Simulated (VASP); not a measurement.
Computed with PBE GGA with D4 dispersion, VASP's PBE PAW potentials (set 64) (plane waves; VASP).

VASP input:

### KPOINTS
```
Automatic mesh
0
Gamma
7 7 7
0 0 0
```

INCAR:
```
ENCUT=520   ! plane-wave cut-off (eV)
IVDW=13   ! D4
LWAVE=F
GGA=PE
NELM=100
LREAL=F
LCHARG=F
NSW=60   ! most ionic steps
LASPH=T
SIGMA=0.05   ! width (eV)
ISIF=3   ! ions, shape and volume
EDIFF=1E-6   ! SCF stop (eV)
ISMEAR=0   ! Gaussian
IBRION=2   ! conjugate gradients
ALGO=Normal
PREC=Accurate
LMAXMIX=4
EDIFFG=-0.01   ! ionic stop
SYSTEM=CdS
```

POSCAR:
```
CdS
1
    0.0000000000     2.9100000000     2.9100000000
    2.9100000000     0.0000000000     2.9100000000
    2.9100000000     2.9100000000     0.0000000000
Cd S
1 1
Direct
  0.0000000000   0.0000000000   0.0000000000
  0.2500000000   0.2500000000   0.2500000000
```

POTCAR, in this order: Cd S (PBE.64 set). Program: vasp_std.

Output

OSZICAR:
```
       N       E                     dE             d eps       ncg     rms          rms(c)
DAV:   1     0.108843881662E+03    0.10884E+03   -0.93594E+03   528   0.126E+03
DAV:   2    -0.175478572648E+01   -0.11060E+03   -0.10495E+03   560   0.298E+02
DAV:   3    -0.662114499490E+01   -0.48664E+01   -0.48488E+01   635   0.644E+01
DAV:   4    -0.665672054179E+01   -0.35576E-01   -0.35557E-01   585   0.548E+00
DAV:   5    -0.665724282443E+01   -0.52228E-03   -0.52228E-03   630   0.651E-01    0.855E+00
DAV:   6    -0.613276553785E+01    0.52448E+00   -0.10438E+00   737   0.143E+01    0.669E+00
DAV:   7    -0.611333297257E+01    0.19433E-01   -0.21970E-01   545   0.377E+00    0.327E+00
DAV:   8    -0.611359773907E+01   -0.26477E-03   -0.21841E-02   565   0.227E+00    0.320E-01
DAV:   9    -0.611338961304E+01    0.20813E-03   -0.29498E-03   610   0.932E-01    0.822E-02
DAV:  10    -0.611353017605E+01   -0.14056E-03   -0.29606E-04   550   0.188E-01    0.754E-02
DAV:  11    -0.611360431237E+01   -0.74136E-04   -0.11012E-04   548   0.122E-01    0.224E-02
DAV:  12    -0.611359820289E+01    0.61095E-05   -0.50266E-05   608   0.103E-01    0.867E-03
DAV:  13    -0.611359931254E+01   -0.11097E-05   -0.46345E-06   530   0.186E-02    0.483E-03
DAV:  14    -0.611359929287E+01    0.19669E-07   -0.12031E-07   310   0.319E-03
   1 F= -.67458871E+01 E0= -.67458871E+01  d E =-.674589E+01
       N       E                     dE             d eps       ncg     rms          rms(c)
DAV:   1    -0.630104743566E+01   -0.18745E+00   -0.34051E+00   560   0.259E+01    0.326E+00
DAV:   2    -0.615731050765E+01    0.14374E+00   -0.34303E-01   570   0.959E+00    0.120E+00
DAV:   3    -0.614115884315E+01    0.16152E-01   -0.42540E-02   555   0.257E+00    0.103E+00
DAV:   4    -0.613939644851E+01    0.17624E-02   -0.24608E-03   525   0.508E-01    0.225E-01
DAV:   5    -0.613923250326E+01    0.16395E-03   -0.55440E-04   635   0.372E-01    0.487E-02
DAV:   6    -0.613923284794E+01   -0.34468E-06   -0.73653E-05   520   0.118E-01    0.333E-02
DAV:   7    -0.613923537850E+01   -0.25306E-05   -0.54108E-06   570   0.195E-02    0.498E-03
DAV:   8    -0.613923546825E+01   -0.89745E-07   -0.14198E-06   275   0.192E-02
   2 F= -.67500425E+01 E0= -.67500425E+01  d E =-.415538E-02
       N       E                     dE             d eps       ncg     rms          rms(c)
DAV:   1    -0.614688182748E+01   -0.76464E-02   -0.26514E-01   560   0.707E+00    0.852E-01
DAV:   2    -0.613526615204E+01    0.11616E-01   -0.28944E-02   575   0.281E+00    0.305E-01
DAV:   3    -0.613409079842E+01    0.11754E-02   -0.34337E-03   555   0.702E-01    0.255E-01
DAV:   4    -0.613400406691E+01    0.86732E-04   -0.18780E-04   525   0.160E-01    0.567E-02
DAV:   5    -0.613399959086E+01    0.44760E-05   -0.37586E-05   630   0.991E-02    0.189E-02
DAV:   6    -0.613400152718E+01   -0.19363E-05   -0.58965E-06   530   0.321E-02    0.813E-03
DAV:   7    -0.613400149420E+01    0.32985E-07   -0.52700E-07   355   0.557E-03
   3 F= -.67507386E+01 E0= -.67507386E+01  d E =-.485154E-02
```

OUTCAR:
```
------------------------ aborting loop because EDIFF is reached ----------------------------------------
  Edisp (eV):   -0.61674
  FORCE on cell =-STRESS in cart. coord.  units (eV):
  Direction    XX          YY          ZZ          XY          YZ          ZX
  --------------------------------------------------------------------------------------
  Total       0.00879     0.00879     0.00879     0.00000     0.00000     0.00000
  in kB       0.27931     0.27931     0.27931     0.00000     0.00000     0.00000
  external pressure =        0.28 kB  Pullay stress =        0.00 kB
  volume of cell :       50.41
      direct lattice vectors                 reciprocal lattice vectors
     0.000000000  2.931991154  2.931991154    -0.170532575  0.170532575  0.170532575
     2.931991154 -0.000000000  2.931991154     0.170532575 -0.170532575  0.170532575
     2.931991154  2.931991154 -0.000000000     0.170532575  0.170532575 -0.170532575
  FREE ENERGIE OF THE ION-ELECTRON SYSTEM (eV)
  ---------------------------------------------------
  free  energy   TOTEN  =        -6.7507386133 eV

  energy  without entropy=       -6.7507386133  energy(sigma->0) =       -6.75073861

 reached required accuracy - stopping structural energy minimisation
```
(Selected blocks of OUTCAR.)

### CONTCAR
```
CdS
   1.00000000000000
     0.0000000000000000    2.9319911537521861    2.9319911537521861
     2.9319911537521861   -0.0000000000000000    2.9319911537521861
     2.9319911537521861    2.9319911537521861   -0.0000000000000000
  Cd              S
     1     1
Direct
     0.0000000000000000    0.0000000000000000    0.0000000000000000
     0.2500000000000000    0.2500000000000000    0.2500000000000000
```

Energy and stress use the plane-wave basis of the starting cell.

The compound is CdS in the zinc blende structure, a metastable form; wurtzite is the usual one. This run relaxes it. Symmetry was kept, so distortions that lower it aren't found.
